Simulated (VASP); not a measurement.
# BAs: exact exchange and RPA correlation, part 3 of 6

Aim: total energies of BAs from exact exchange and RPA correlation, beside cheaper functionals. The scan starts from a database cell scaled to its smallest volume. The cell is of the zinc-blende type. The start is a cell from a database of measured crystal structures.

VASP 6.6.1, plane waves and PAW; the level of theory is named at each step.

So far. Step 7 (Orbitals for comparison: HSE06, volume ratio 0.94): The run ends at a pressure of 13.61 GPa. Step 8 (Comparison: HSE06, volume ratio 0.94): Its energy is -6.6013 eV an atom, on a zero of its own.

**9. Orbitals, volume ratio 0.97**

This step: PBE; plane waves and PAW (As_GW, B_GW) (VASP 6.6.1).

The same chain follows at a volume ratio of 0.97.

Contents of INCAR:

```
SYSTEM = BAs
PREC = Accurate
ENCUT = 440
EDIFF = 1E-08
NELM = 100
ISMEAR = 0
SIGMA = 0.05
LREAL = .FALSE.
ALGO = Normal
GGA = PE
NBANDS = 10
LORBIT = 11
LWAVE = .TRUE.
LCHARG = .FALSE.
KPAR = 8
```

Contents of POSCAR:

```
BAs
1.0
    0.0000000000      2.3643720878      2.3643720878
    2.3643720878      0.0000000000      2.3643720878
    2.3643720878      2.3643720878      0.0000000000
As B
1 1
Direct
    0.7500000000      0.7500000000      0.7500000000
    0.0000000000      0.0000000000      0.0000000000
```

Contents of KPOINTS:

```
Automatic mesh
0
Gamma
6 6 6
0 0 0
```

Potentials, in the order of the species: As_GW and B_GW (PBE family, release 64).

Command:

```
> mpirun -np 8 vasp_std
```

The program printed:

```text
[... set-up lines as in an earlier step ...]
 entering main loop
       N       E                     dE             d eps       ncg     rms          rms(c)
DAV:   1     0.142684E+02    0.14268E+02   -0.39462E+03   320   0.695E+02
DAV:   2    -0.113342E+02   -0.25603E+02   -0.24738E+02   494   0.133E+02
DAV:   3    -0.120877E+02   -0.75345E+00   -0.75125E+00   378   0.190E+01
DAV:   4    -0.120971E+02   -0.93877E-02   -0.93867E-02   472   0.251E+00
[...]
DAV:  15    -0.113634E+02    0.15457E-07   -0.19238E-09   228   0.344E-04    0.372E-05
DAV:  16    -0.113634E+02    0.18687E-07   -0.28470E-10   214   0.146E-04    0.578E-06
DAV:  17    -0.113634E+02    0.13574E-08   -0.28351E-11   210   0.630E-05
   1 F= -.11363353E+02 E0= -.11363353E+02  d E =-.520396E-19
 writing wavefunctions
```

Wall time 2.6 s (8 MPI ranks of Intel Xeon Platinum 8259CL at 2.50GHz (Skylake/Cascade Lake), shared host); peak memory 1.1 GiB; 13 s of CPU time.

Parts of OUTCAR (step 9):

```text
  Total        1.3352645      1.3352645      1.3352645      0.0000000      0.0000000     -0.0000000
  in kB       80.9282983     80.9282983     80.9282983      0.0000000      0.0000000     -0.0000000
  external PRESSURE =      80.9282983 kB  Pullay stress =       0.0000000 kB

 POSITION                                       TOTAL-FORCE (eV/Angst)
 -----------------------------------------------------------------------------------
      3.54656      3.54656      3.54656        -0.000000      0.000000     -0.000000
      0.00000      0.00000      0.00000         0.000000      0.000000      0.000000
 -----------------------------------------------------------------------------------
    total drift:                               -0.000000     -0.000000     -0.000000

  FREE ENERGIE OF THE ION-ELECTRON SYSTEM (eV)
  ---------------------------------------------------
  free  energy   TOTEN  =       -11.3633529304 eV

  energy  without entropy=      -11.3633529304  energy(sigma->0) =      -11.36335293

[... 1 part as in an earlier step ...]

[... 2 further parts left out ...]
[key lines of the parts left out:]
E-fermi :   6.8164
```

The run ends at a pressure of 8.09 GPa.

**10. Exact exchange, volume ratio 0.97**

This step: Hartree-Fock energy on PBE orbitals; plane waves and PAW (As_GW, B_GW) (VASP 6.6.1).

Exact exchange at this point.

Contents of INCAR:

```
SYSTEM = BAs
PREC = Accurate
ENCUT = 440
ISMEAR = 0
SIGMA = 0.05
LREAL = .FALSE.
GGA = PE
NBANDS = 10
ALGO = Eigenval
NELM = 1
LHFCALC = .TRUE.
AEXX = 1
ALDAC = 0
AGGAC = 0
PRECFOCK = Normal
LWAVE = .FALSE.
LCHARG = .FALSE.
```

POSCAR is that of step 9.

KPOINTS is that of step 9.

The WAVECAR or CHGCAR of an earlier step is read.

Command:

```
> mpirun -np 8 vasp_std
```

The program printed:

```text
[banner, memory and clock lines left out]
running    8 mpi-ranks, on    1 nodes
[...]
[... a notice as in an earlier step ...]

 LDA part: xc-table for (Slater+PW92), standard interpolation
 [... a notice as in an earlier step ...]

 found WAVECAR, reading the header
  number of bands has changed, file:    10 present:    16
  trying to continue reading WAVECAR, but it might fail
 POSCAR, INCAR and KPOINTS ok, starting setup
[...]
reading WAVECAR
 random initialization beyond band           10
 the WAVECAR file was read successfully
 initial charge from wavefunction
 entering main loop
       N       E                     dE             d eps       ncg     rms          rms(c)
EIG:   1    -0.189917E+02   -0.18992E+02    0.00000E+00     0   0.000E+00
   1 F= -.18991726E+02 E0= -.18991726E+02  d E =-.113902E-32
```

The job ended after 26 s (8 MPI ranks; peak memory 0.89 GiB).

OUTCAR, selected parts (step 10):

```text
 POSITION                                       TOTAL-FORCE (eV/Angst)
 -----------------------------------------------------------------------------------
      3.54656      3.54656      3.54656        -0.000000     -0.000000     -0.000000
      0.00000      0.00000      0.00000         0.000000      0.000000      0.000000
 -----------------------------------------------------------------------------------
    total drift:                               -0.000000     -0.000000     -0.000000

  FREE ENERGIE OF THE ION-ELECTRON SYSTEM (eV)
  ---------------------------------------------------
  free  energy   TOTEN  =       -18.9917260552 eV

  energy  without entropy=      -18.9917260552  energy(sigma->0) =      -18.99172606

[... 2 parts as in an earlier step ...]

[... 1 further part left out ...]
[key lines of the parts left out:]
E-fermi :   6.9264
```

The Hartree-Fock energy on these orbitals is -9.4959 eV an atom.

**11. Empty bands, volume ratio 0.97**

This step: PBE; plane waves and PAW (As_GW, B_GW) (VASP 6.6.1).

The empty bands are made again, for the run that follows.

Contents of INCAR:

```
SYSTEM = BAs
PREC = Accurate
ENCUT = 440
ISMEAR = 0
SIGMA = 0.05
LREAL = .FALSE.
GGA = PE
NBANDS = 568
ALGO = Exact
NELM = 1
LWAVE = .TRUE.
LCHARG = .FALSE.
LOPTICS = .TRUE.
NEDOS = 1000
CSHIFT = 0.1
```

POSCAR is that of step 10.

KPOINTS is that of step 10.

Command:

```
> mpirun -np 8 vasp_std
```

The program printed:

```text
[banner, memory and clock lines left out]
running    8 mpi-ranks, on    1 nodes
[...]
[... a notice as in an earlier step ...]

 LDA part: xc-table for (Slater+PW92), standard interpolation
 found WAVECAR, reading the header
  number of bands has changed, file:    10 present:   568
  trying to continue reading WAVECAR, but it might fail
 POSCAR, INCAR and KPOINTS ok, starting setup
[...]
reading WAVECAR
 random initialization beyond band           10
 the WAVECAR file was read successfully
 initial charge from wavefunction
 entering main loop
       N       E                     dE             d eps       ncg     rms          rms(c)
DIA:   1    -0.113634E+02   -0.11363E+02    0.00000E+00     0   0.000E+00
   1 F= -.11363353E+02 E0= -.11363353E+02  d E =-.275064E-19
 writing wavefunctions
 optical routines
 imaginary and real dielectric function
 recalculating local potential from charge density
 direction            1
 direction            2
 direction            3
```

The job ended after 5.4 s (8 MPI ranks; peak memory 1 GiB).

OUTCAR, selected parts (step 11):

```text
  Total        1.3352652      1.3352652      1.3352652      0.0000000      0.0000000      0.0000000
  in kB       80.9283455     80.9283455     80.9283455      0.0000000      0.0000000      0.0000000
  external PRESSURE =      80.9283455 kB  Pullay stress =       0.0000000 kB

 POSITION                                       TOTAL-FORCE (eV/Angst)
 -----------------------------------------------------------------------------------
      3.54656      3.54656      3.54656        -0.000000     -0.000000      0.000000
      0.00000      0.00000      0.00000         0.000000      0.000000     -0.000000
 -----------------------------------------------------------------------------------
    total drift:                               -0.000000     -0.000000     -0.000000

  FREE ENERGIE OF THE ION-ELECTRON SYSTEM (eV)
  ---------------------------------------------------
  free  energy   TOTEN  =       -11.3633529310 eV

  energy  without entropy=      -11.3633529310  energy(sigma->0) =      -11.36335293

[... 1 part as in an earlier step ...]

[... 2 further parts left out ...]
[key lines of the parts left out:]
E-fermi :   6.8190
```

WAVECAR now holds 568 bands for 8 electrons.

**12. RPA correlation, volume ratio 0.97**

This step: RPA correlation on PBE orbitals; plane waves and PAW (As_GW, B_GW) (VASP 6.6.1).

RPA correlation at this point.

Contents of INCAR:

```
SYSTEM = BAs
PREC = Accurate
ENCUT = 440
ISMEAR = 0
SIGMA = 0.05
LREAL = .FALSE.
GGA = PE
NBANDS = 568
ALGO = ACFDT
ENCUTGW = 200
NOMEGA = 12
PRECFOCK = Fast
LWAVE = .FALSE.
LCHARG = .FALSE.
```

POSCAR is that of step 11.

KPOINTS is that of step 11.

Command:

```
> mpirun -np 8 vasp_std
```

The program printed:

```text
[banner, memory and clock lines left out]
running    8 mpi-ranks, on    1 nodes
[...]
[... a notice as in an earlier step ...]

 LDA part: xc-table for (Slater+PW92), standard interpolation
 found WAVECAR, reading the header
 POSCAR, INCAR and KPOINTS ok, starting setup
[...]
reading WAVECAR
 the WAVECAR file was read successfully
 initial charge from wavefunction
 available memory per node:     63.08 GB, setting MAXMEM to     64591

 The Fermi energy was updated, please check that it is located mid-gap
 values below the HOMO (VB) or above the LUMO (CB) will cause erroneous energies
 E-fermi :   7.1344

 the WAVEDER file was read successfully
 set NWRITE>2 for more details about minimax calculation
 number of imaginary grid points requested:      12
 number of distinct grids requested:  1
 quadrature errors minimized for energies in [ 0.124E+01, 0.442E+03 ]
 bosonic grid (T=0, re) determined with error: 0.1078E-06
 bosonic grid (re): 0.1078E-06
[...]
NQ=  10    0.3333    0.3333    0.0000,
|.........|.........|.........|.........
 performed      58470000 updates of chi_q(r,r)
 total number of BLAS operations      13284.00 Gflops
NQ=  11    0.5000    0.3333    0.0000,
|.........|.........|.........|.........
 performed      64317000 updates of chi_q(r,r)
 total number of BLAS operations      14667.95 Gflops
NQ=  12   -0.3333    0.3333    0.0000,
|.........|.........|.........|.........
 performed      70164000 updates of chi_q(r,r)
 total number of BLAS operations      16051.90 Gflops
NQ=  13    0.5000    0.5000    0.0000,
|.........|.........|.........|.........
 performed      76011000 updates of chi_q(r,r)
 total number of BLAS operations      17468.23 Gflops
NQ=  14    0.5000    0.3333    0.1667,
|.........|.........|.........|.........
 performed      81858000 updates of chi_q(r,r)
 total number of BLAS operations      18836.13 Gflops
NQ=  15   -0.3333    0.3333    0.1667,
|.........|.........|.........|.........
 performed      87705000 updates of chi_q(r,r)
 total number of BLAS operations      20220.09 Gflops
NQ=  16   -0.3333    0.5000    0.1667,
|.........|.........|.........|.........
 performed      93552000 updates of chi_q(r,r)
 total number of BLAS operations      21604.04 Gflops
 entering main loop
```

It took 2.4 min on 8 MPI ranks; peak memory 2.4 GiB.

OUTCAR, selected parts (step 12):

```text
      cutoff energy     smooth cutoff   RPA   correlation   Hartree contr. to MP2
---------------------------------------------------------------------------------
            200.000           160.000      -11.8149402312      -19.2497337660
            190.476           152.381      -11.7708922326      -19.2035778258
            181.406           145.125      -11.7238293891      -19.1540528492
            172.768           138.214      -11.6736300526      -19.1009570414
            164.541           131.632      -11.6200076037      -19.0439122693
            156.705           125.364      -11.5628090774      -18.9826609909
            149.243           119.394      -11.5019050130      -18.9169743621
            142.136           113.709      -11.4365383962      -18.8459494748
  linear regression

[... 2 parts as in an earlier step ...]

[... 2 further parts left out ...]
[key lines of the parts left out:]
E-fermi :   7.1344
```

The correlation energy is -6.1894 eV an atom, +4 meV against the point before. With exact exchange the total is -15.6853 eV an atom.

**13. Comparison: r2SCAN, volume ratio 0.97**

This step: r2SCAN; plane waves and PAW (As_GW, B_GW) (VASP 6.6.1).

The comparison at this point.

Contents of INCAR:

```
SYSTEM = BAs
PREC = Accurate
ENCUT = 440
EDIFF = 1E-06
NELM = 100
ISMEAR = 0
SIGMA = 0.05
LREAL = .FALSE.
ALGO = Normal
METAGGA = R2SCAN
LASPH = .TRUE.
NBANDS = 10
LWAVE = .FALSE.
LCHARG = .FALSE.
KPAR = 8
```

POSCAR is that of step 12.

KPOINTS is that of step 12.

Command:

```
> mpirun -np 8 vasp_std
```

The program printed:

```text
[banner, memory and clock lines left out]
running    8 mpi-ranks, on    1 nodes
[...]
[... a notice as in an earlier step ...]

 [... a notice as in an earlier step ...]

 LDA part: xc-table for (None), standard interpolation
 POSCAR, INCAR and KPOINTS ok, starting setup
[...]
entering main loop
       N       E                     dE             d eps       ncg     rms          rms(c)
DAV:   1     0.302082E+01    0.30208E+01   -0.40759E+03   320   0.716E+02
DAV:   2    -0.234028E+02   -0.26424E+02   -0.25527E+02   482   0.137E+02
DAV:   3    -0.242269E+02   -0.82412E+00   -0.82153E+00   392   0.201E+01
DAV:   4    -0.242370E+02   -0.10087E-01   -0.10085E-01   462   0.257E+00
[...]
DAV:  10    -0.222272E+02   -0.79579E-04   -0.14776E-04   392   0.122E-01    0.114E-02
DAV:  11    -0.222272E+02    0.19133E-05   -0.15026E-05   416   0.299E-02    0.202E-03
DAV:  12    -0.222272E+02   -0.42238E-06   -0.89776E-07   230   0.609E-03
   1 F= -.22227233E+02 E0= -.22227233E+02  d E =-.497354E-16
```

Run time: 7.2 s. Hardware: 8 MPI ranks; peak memory 1.1 GiB; 52 s of CPU time.

OUTCAR, selected parts (step 13):

```text
  Total        0.8937263      0.8937263      0.8937263      0.0000000     -0.0000000     -0.0000000
  in kB       54.1673566     54.1673566     54.1673566      0.0000000     -0.0000000     -0.0000000
  external PRESSURE =      54.1673566 kB  Pullay stress =       0.0000000 kB

 POSITION                                       TOTAL-FORCE (eV/Angst)
 -----------------------------------------------------------------------------------
      3.54656      3.54656      3.54656         0.000000      0.000000      0.000000
      0.00000      0.00000      0.00000        -0.000000     -0.000000     -0.000000
 -----------------------------------------------------------------------------------
    total drift:                               -0.000000     -0.000000     -0.000000

  FREE ENERGIE OF THE ION-ELECTRON SYSTEM (eV)
  ---------------------------------------------------
  free  energy   TOTEN  =       -22.2272326257 eV

  energy  without entropy=      -22.2272326257  energy(sigma->0) =      -22.22723263

[... 2 parts as in an earlier step ...]

[... 1 further part left out ...]
[key lines of the parts left out:]
E-fermi :   6.6874
```

Its energy is -11.1136 eV an atom, on a zero of its own.

**14. Orbitals for comparison: HSE06, volume ratio 0.97**

This step: PBE; plane waves and PAW (As_GW, B_GW) (VASP 6.6.1).

Starting orbitals, as before.

Contents of INCAR:

```
SYSTEM = BAs
PREC = Accurate
ENCUT = 440
EDIFF = 1E-05
NELM = 100
ISMEAR = 0
SIGMA = 0.05
LREAL = .FALSE.
ALGO = Normal
GGA = PE
NBANDS = 10
LORBIT = 11
LWAVE = .TRUE.
LCHARG = .FALSE.
KPAR = 8
```

POSCAR is that of step 13.

KPOINTS is that of step 13.

Command:

```
> mpirun -np 8 vasp_std
```

The program printed:

```text
[... set-up lines as in an earlier step ...]
 entering main loop
       N       E                     dE             d eps       ncg     rms          rms(c)
[... 10 cycles as in an earlier step ...]
DAV:  11    -0.113634E+02    0.13280E-05   -0.81274E-06   320   0.175E-02
   1 F= -.11363352E+02 E0= -.11363352E+02  d E =-.425720E-19
 writing wavefunctions
```

Wall time 2 s (8 MPI ranks); peak memory 1 GiB; 10 s of CPU time.

OUTCAR, selected parts (step 14):

```text
  Total        1.3388230      1.3388230      1.3388230     -0.0000000      0.0000000      0.0000000
  in kB       81.1439729     81.1439729     81.1439729     -0.0000000      0.0000000      0.0000000
  external PRESSURE =      81.1439729 kB  Pullay stress =       0.0000000 kB

  FREE ENERGIE OF THE ION-ELECTRON SYSTEM (eV)
  ---------------------------------------------------
  free  energy   TOTEN  =       -11.3633523419 eV

  energy  without entropy=      -11.3633523419  energy(sigma->0) =      -11.36335234

[... 3 parts as in an earlier step ...]

[... 1 further part left out ...]
[key lines of the parts left out:]
E-fermi :   6.8169
```

The run ends at a pressure of 8.11 GPa.

**15. Comparison: HSE06, volume ratio 0.97**

This step: HSE06; plane waves and PAW (As_GW, B_GW) (VASP 6.6.1).

The comparison at this point.

Contents of INCAR:

```
SYSTEM = BAs
PREC = Accurate
ENCUT = 440
EDIFF = 1E-06
NELM = 100
ISMEAR = 0
SIGMA = 0.05
LREAL = .FALSE.
ALGO = Normal
LHFCALC = .TRUE.
AEXX = 0.25
GGA = PE
HFSCREEN = 0.2
LASPH = .TRUE.
NBANDS = 10
PRECFOCK = Fast
LWAVE = .FALSE.
LCHARG = .FALSE.
KPAR = 8
```

POSCAR is that of step 14.

KPOINTS is that of step 14.

The WAVECAR or CHGCAR of an earlier step is read.

Command:

```
> mpirun -np 8 vasp_std
```

The program printed:

```text
[... set-up lines as in an earlier step ...]
 entering main loop
       N       E                     dE             d eps       ncg     rms          rms(c)
DAV:   1    -0.132368E+02   -0.13237E+02   -0.32514E-01   448   0.466E+00    0.285E-01
DAV:   2    -0.132383E+02   -0.15247E-02   -0.57962E-03   376   0.551E-01    0.184E-01
DAV:   3    -0.132379E+02    0.45133E-03   -0.81757E-04   480   0.198E-01    0.107E-01
DAV:   4    -0.132377E+02    0.13069E-03   -0.10423E-04   492   0.827E-02    0.633E-02
DAV:   5    -0.132377E+02    0.51929E-04   -0.17014E-05   384   0.334E-02    0.379E-02
DAV:   6    -0.132377E+02    0.17156E-04   -0.96382E-06   422   0.195E-02    0.225E-02
DAV:   7    -0.132377E+02    0.51721E-05   -0.27288E-06   356   0.115E-02    0.134E-02
DAV:   8    -0.132377E+02    0.15148E-05   -0.57923E-07   210   0.683E-03    0.809E-03
DAV:   9    -0.132377E+02    0.19042E-06   -0.36562E-07   210   0.484E-03
   1 F= -.13237666E+02 E0= -.13237666E+02  d E =-.988856E-15
```

Elapsed: 24 s, on 8 MPI ranks; peak memory 1.8 GiB; 3.1 min of CPU time.

OUTCAR, selected parts (step 15):

```text
 POSITION                                       TOTAL-FORCE (eV/Angst)
 -----------------------------------------------------------------------------------
      3.54656      3.54656      3.54656         0.000000     -0.000000      0.000000
      0.00000      0.00000      0.00000        -0.000000      0.000000     -0.000000
 -----------------------------------------------------------------------------------
    total drift:                                0.000001     -0.000000      0.000000

  FREE ENERGIE OF THE ION-ELECTRON SYSTEM (eV)
  ---------------------------------------------------
  free  energy   TOTEN  =       -13.2376662469 eV

  energy  without entropy=      -13.2376662469  energy(sigma->0) =      -13.23766625

[... 2 parts as in an earlier step ...]

[... 1 further part left out ...]
[key lines of the parts left out:]
E-fermi :   6.3452
```

Its energy is -6.6188 eV an atom, on a zero of its own.

[end of part 3 of 6]

[Long decimals in the printed logs are rounded to 6 places.]

[Lines on the potential files, build, host, timing and source positions are cut from VASP's logs without a mark.]

[Logs are printed without paths, hosts, clocks, repeated set-up lines and the standing remarks that a program may print on its own settings, such as how far it seeks lower states.]

[Hosts, paths, dates, database ids (printed as entryN), source tags and the programs' standing remarks are cut or masked in the printed files.]

[Measured values are set beside computed ones only where the two were judged alike; some that the calculation misses by far are left out.]

[Pressures printed for these runs are not shown converged in the cutoff: they can be off by several GPa and have the wrong sign.]
